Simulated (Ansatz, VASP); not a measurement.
# Sr5Al4P22O66 (glassy 61P2O5-28SrO-11Al2O3 (mol %)) in two plane-wave programs, part 2 of 2

Aim: how closely do two programs agree when they are given the same cell, functional and k mesh? Of the first pair: The structure shown is the start of the Ansatz relaxation below; VASP solves that cell, so the two are compared at the walk's first step.

VASP 6.6.1 and Ansatz 0.2.0.

So far. Step 3 (VASP: single point, revPBE, start cell, pair 1): The run ends at a pressure of 3.85 GPa, with forces up to 6.5 eV/Å.

## (5) Ansatz: relaxation, revPBE

Level of this step: Ansatz beside VASP: Kohn-Sham DFT, plane waves, revPBE (Ansatz).

This run makes the geometry at which the two programs are then compared. The cell compared in this pair holds 1484.58 Å³, against 1364.80 Å³ for the pair before.

The structure compared here is the end of the Ansatz relaxation.

Contents of input.yaml:

```yaml
crystal:
  lattice:
    - [11.09234, 0.0, 0.0]
    - [0.0, 11.09234, 0.0]
    - [0.0, 0.0, 11.09234]
  atoms:
    - { symbol: P, position: [0.42168, 0.49255, 0.64361] }
    - { symbol: P, position: [0.22494, 0.91284, 0.40971] }
    - { symbol: P, position: [0.44825, 0.81542, 0.96527] }
    - { symbol: P, position: [0.09013, 0.64054, 0.73732] }
    - { symbol: P, position: [0.9796, 0.30938, 0.7935] }
    - { symbol: P, position: [0.69205, 0.44258, 0.57523] }
    - { symbol: P, position: [0.31883, 0.35939, 0.0155] }
    - { symbol: P, position: [0.13614, 0.18466, 0.13593] }
    - { symbol: P, position: [0.83237, 0.97508, 0.38557] }
    - { symbol: P, position: [0.58268, 0.42027, 0.08921] }
    - { symbol: P, position: [0.94626, 0.22133, 0.33217] }
    - { symbol: P, position: [0.02591, 0.82325, 0.25865] }
    - { symbol: P, position: [0.72288, 0.11785, 0.04063] }
    - { symbol: P, position: [0.78094, 0.70154, 0.57711] }
    - { symbol: P, position: [0.95757, 0.55678, 0.28459] }
    - { symbol: P, position: [0.68783, 0.32335, 0.33172] }
    - { symbol: P, position: [0.3599, 0.76728, 0.58895] }
    - { symbol: P, position: [0.40475, 0.25408, 0.76909] }
    - { symbol: P, position: [0.30196, 0.43487, 0.38559] }
    - { symbol: P, position: [0.8416, 0.87812, 0.97168] }
    - { symbol: P, position: [0.24491, 0.6217, 0.96469] }
    - { symbol: P, position: [0.6465, 0.83222, 0.77404] }
    - { symbol: Sr, position: [0.56218, 0.01021, 0.48761] }
    - { symbol: Sr, position: [0.00352, 0.95084, 0.64847] }
    - { symbol: Sr, position: [0.91185, 0.54421, 0.00337] }
    - { symbol: Sr, position: [0.43869, 0.10172, 0.25111] }
    - { symbol: Sr, position: [0.64381, 0.72618, 0.23497] }
    - { symbol: Al, position: [0.70129, 0.2973, 0.83082] }
    - { symbol: Al, position: [0.04805, 0.43148, 0.52751] }
    - { symbol: Al, position: [0.04541, 0.06283, 0.88649] }
[... 61 atom lines left out ...]
    - { symbol: O, position: [0.63305, 0.36618, 0.21115] }
    - { symbol: O, position: [0.36325, 0.6327, 0.62298] }
    - { symbol: O, position: [0.34217, 0.28661, 0.8932] }
    - { symbol: O, position: [0.34112, 0.31167, 0.33273] }
    - { symbol: O, position: [0.96236, 0.51352, 0.41745] }
    - { symbol: O, position: [0.39446, 0.93267, 0.91749] }
kpoints:
  mp_grid: { grid: [1, 1, 1] }
hamiltonian:
  xc: revpbe
scf:
  occupations: { method: fermi_dirac, width: 0.05 }
output:
  forces: true
relax:
  f_tol: 0.05
  max_steps: 150
  cell: {}
```

The run is started by

```sh
ansatz run input.yaml --threads 4 --pin off --max-ram 8192MiB --backend cpu --events-out ev --progress --plain --runs-dir out
```

Numbers of over 12 decimals in the logs are rounded to 6 here.

Output:

```text
[...]
Crystal: 97 atoms, lattice volume = 1364.802 Å³
Basis set: ecut = 420 eV, 26745 PW (Γ), exchange–correlation on 150×150×150 points (8 copies of the dense FFT grid, shifted against one another)
Bands: 381, of which v1, the nominal top of the filled ones, is band 284 counted from 1 (283 counted from 0)
Symmetry: 1 space group operations
[...]
k-points: 1
[...]
- { symbol: O, position: [0.461696, 0.513939, 0.695205] }
    - { symbol: O, position: [0.229172, 0.143401, 0.174344] }
    - { symbol: O, position: [0.778177, 0.935154, 0.285882] }
    - { symbol: O, position: [0.777563, 0.158307, 0.076521] }
    - { symbol: O, position: [0.296566, 0.276098, 0.746049] }
    - { symbol: O, position: [0.864039, 0.631417, 0.307089] }
[...]
- { symbol: O, position: [0.382882, 0.246472, 0.947242] }
    - { symbol: O, position: [0.392816, 0.286080, 0.493877] }
    - { symbol: O, position: [0.979134, 0.517517, 0.457512] }
    - { symbol: O, position: [0.344721, 0.877359, 0.935628] }
[key lines of the parts left out:]
P = ⅓ Tr σ = -0.0122 GPa (-0.122 kbar)
```

## (6) VASP: single point, revPBE, relaxed cell, pair 2

The same cell, functional, mesh and smearing now go to VASP, with its own data sets.

Contents of INCAR:

```
SYSTEM = Sr5Al4P22O66
PREC = Accurate
ENCUT = 600
EDIFF = 1E-06
NELM = 120
ISMEAR = -1
SIGMA = 0.05
LREAL = Auto
ALGO = Normal
GGA = RE
NBANDS = 352
LORBIT = 11
LWAVE = .FALSE.
LCHARG = .FALSE.
ISIF = 2
LASPH = .TRUE.
GGA_COMPAT = .FALSE.
EFERMI = MIDGAP
NCORE = 2
```

Contents of POSCAR:

```
Sr5Al4P22O66
1.0
   11.3667990000     -0.1190420000      0.2594690000
   -0.1190420000     11.2802200000     -0.1935670000
    0.2594690000     -0.1935670000     11.5888080000
P Sr Al O
22 5 4 66
Direct
    0.4339600000      0.5561800000      0.5816200000
    0.2568600000      0.9456100000      0.4265200000
    0.4507200000      0.7981700000      0.9495000000
    0.0824700000      0.6253300000      0.7479400000
    0.9060000000      0.2703100000      0.7710800000
    0.6632300000      0.4682700000      0.5094200000
    0.3407100000      0.3615700000      0.0081700000
    0.1461900000      0.2140800000      0.1119300000
    0.8654200000      0.9975900000      0.3590900000
    0.5836800000      0.4253800000      0.0880300000
    0.9492000000      0.2414800000      0.2941700000
    0.0647800000      0.8239100000      0.3027100000
    0.6664000000      0.0880200000      0.0594700000
    0.7399800000      0.7190800000      0.5567900000
    0.9817600000      0.5839400000      0.3431800000
    0.7038000000      0.3210500000      0.3002900000
    0.3971100000      0.8331600000      0.5834600000
    0.3900400000      0.2095400000      0.7957600000
    0.2972100000      0.3679200000      0.4584300000
    0.8123600000      0.8749500000      0.9790900000
    0.2841100000      0.6009000000      0.9141100000
    0.6653500000      0.8469300000      0.7722300000
    0.6422700000      0.1263100000      0.5806000000
    0.0089100000      0.9232100000      0.6377400000
    0.9954000000      0.6191800000      0.0631800000
    0.4205000000      0.1884700000      0.2836600000
    0.6886700000      0.7439000000      0.2355800000
    0.6455500000      0.2452100000      0.8666100000
    0.0347300000      0.4090900000      0.5578000000
    0.0262100000      0.0659000000      0.8952000000
[... 61 atom lines left out ...]
    0.6216600000      0.3431200000      0.1939400000
    0.4366200000      0.6974200000      0.5744800000
    0.3828800000      0.2464700000      0.9472400000
    0.3928200000      0.2860800000      0.4938800000
    0.9791300000      0.5175200000      0.4575100000
    0.3447200000      0.8773600000      0.9356300000
```

Contents of KPOINTS:

```
Automatic mesh
0
Gamma
1 1 1
0 0 0
```

The projector-augmented-wave data sets are P, Sr_sv, Al and O (PBE family, release 64).

The run is started by

```sh
mpirun -np 8 vasp_gam
```

Output:

```text
[banner, memory and clock lines left out]
running    8 mpi-ranks, on    1 nodes
[...]
[... a notice as in an earlier step ...]

 LDA part: xc-table for (Slater+PW92), standard interpolation
 POSCAR, INCAR and KPOINTS ok, starting setup
[...]
entering main loop
       N       E                     dE             d eps       ncg     rms          rms(c)
DAV:   1     0.605649563584E+04    0.60565E+04   -0.36411E+05   720   0.177E+03
DAV:   2    -0.218292494107E+03   -0.62748E+04   -0.60917E+04   872   0.411E+02
DAV:   3    -0.749388956533E+03   -0.53110E+03   -0.52769E+03   832   0.126E+02
DAV:   4    -0.764162964740E+03   -0.14774E+02   -0.14701E+02   904   0.212E+01
[...]
DAV:  19    -0.665090522568E+03    0.47142E-05   -0.14084E-05   832   0.917E-03    0.114E-02
DAV:  20    -0.665090520482E+03    0.20860E-05   -0.85460E-06   800   0.925E-03    0.556E-03
DAV:  21    -0.665090520702E+03   -0.21979E-06   -0.45685E-06   712   0.550E-03
   1 F= -.66509052E+03 E0= -.66509052E+03  d E =-.110717E-11
```

OUTCAR, selected parts (step 6):

```text
  Total       -8.7574704     -8.9804675     -8.9837851     -0.1737334      0.0022537      0.1453554
  in kB       -9.4511763     -9.6918376     -9.6954181     -0.1874954      0.0024322      0.1568694
  external PRESSURE =      -9.6128106 kB  Pullay stress =       0.0000000 kB

 POSITION                                       TOTAL-FORCE (eV/Angst)
 -----------------------------------------------------------------------------------
      5.01744      6.10959      6.74522         0.020705      0.093249     -0.062144
      2.91778     10.55355      4.82647         0.030903      0.005930     -0.043639
      5.27459      8.76609     10.96602         0.020185      0.013852     -0.039874
      1.05705      6.89927      8.56809         0.005827     -0.051694     -0.047675
     10.46621      2.79205      9.11865        -0.027135     -0.026098     -0.073992
      7.61524      5.10463      5.98502         0.030256     -0.030277      0.008853
      3.83186      4.03645      0.11310        -0.018057      0.021968     -0.013336
      1.66527      2.37580      1.29363        -0.077191      0.043055     -0.055196
      9.81147     11.08051      4.19287         0.015106     -0.016481     -0.020773
      6.60678      4.71186      1.08927         0.005849     -0.018630      0.026931
[...]
8.83938      1.67840      1.05788        -0.066857     -0.049803     -0.013897
      3.53176      2.93475      8.66934         0.064264     -0.042877      0.048016
      9.82588      6.96026      3.66078         0.094969     -0.031898      0.040768
[...]
-----------------------------------------------------------------------------------
    total drift:                               -0.007232     -0.017526      0.001412

  FREE ENERGIE OF THE ION-ELECTRON SYSTEM (eV)
  ---------------------------------------------------
  free  energy   TOTEN  =      -665.0905207022 eV

  energy  without entropy=     -665.0905207022  energy(sigma->0) =     -665.09052070

[... 1 part as in an earlier step ...]

[... 2 further parts left out ...]
[key lines of the parts left out:]
E-fermi :   2.6684
```

The run ends at a pressure of -0.96 GPa, with forces up to 0.19 eV/Å.

## (7) Comparison

What differs besides the data sets and the points named for the pairs above, as far as they apply: the cutoff is 420 eV in Ansatz and 600 eV in VASP (PREC = Accurate, projectors in real space). Total energies have different zeros and are not compared.

The two programs side by side:

| quantity | Ansatz | VASP | difference |
| --- | --- | --- | --- |
| pressure (GPa) | -0.01 | -0.96 | +0.95 |
| gap on the k mesh (eV) | 3.016 | 2.935 | +0.080 |

Forces on 7 of the 97 atoms, those with the largest forces and the largest differences (eV/Å; atoms numbered as in POSCAR):

| atom | Ansatz x, y, z | VASP x, y, z |
| --- | --- | --- |
| O36 | 0.003, -0.004, -0.004 | 0.115, 0.077, 0.078 |
| O57 | 0.001, -0.005, -0.004 | 0.095, -0.059, -0.103 |
| O64 | 0.003, 0.003, -0.009 | -0.006, 0.125, -0.088 |
| O84 | 0.000, -0.004, 0.002 | -0.135, -0.061, -0.020 |
| O87 | 0.001, -0.001, -0.002 | 0.088, -0.003, -0.140 |
| O88 | -0.002, 0.000, 0.005 | -0.081, -0.007, 0.127 |
| O90 | 0.004, 0.001, 0.001 | -0.127, -0.116, 0.080 |

The forces differ by 61 meV/Å r.m.s., where the r.m.s. force is 0.006 eV/Å in Ansatz and 0.062 eV/Å in VASP: the atoms lie near their places of rest in Ansatz, so a percentage would say little (all taken over all components). A gap on the mesh is an upper bound, since the band edges may lie between its points.

## (8) Outcome

```json
{
 "r.m.s. force difference (single point, revPBE, start cell, pair 1)": "4.3 % of the r.m.s. force",
 "r.m.s. force difference (single point, revPBE, relaxed cell, pair 2)": "61 meV/Å",
 "difference in gap on the k mesh (single point, revPBE, relaxed cell, pair 2)": "0.080 eV",
 "difference in pressure (single point, revPBE, relaxed cell, pair 2)": "0.95 GPa"
}
```

What this shows: The r.m.s. force difference is 61 meV/Å (single point, revPBE, relaxed cell, pair 2), beyond the 12 meV/Å picked in this series as the mark of a large difference. What causes the difference of the single point, revPBE, start cell, pair 1 pair stays open here. By the marks of this series, far apart in the single point, revPBE, relaxed cell, pair 2 pair: the r.m.s. force difference, 61 meV/Å and the difference in gap on the k mesh, 0.080 eV. What causes the difference of the single point, revPBE, relaxed cell, pair 2 pair stays open here. Such differences can come from data sets, numerical settings and the points named under the comparisons, not from the functional's error against experiment.

[Lines on the potential files, build, host, timing and source positions are cut from VASP's logs without a mark.]

[Logs are printed without paths, hosts, clocks, repeated set-up lines and the standing remarks that a program may print on its own settings, such as how far it seeks lower states.]

[Hosts, paths, dates, database ids (printed as entryN), source tags and the programs' standing remarks are cut or masked in the printed files.]
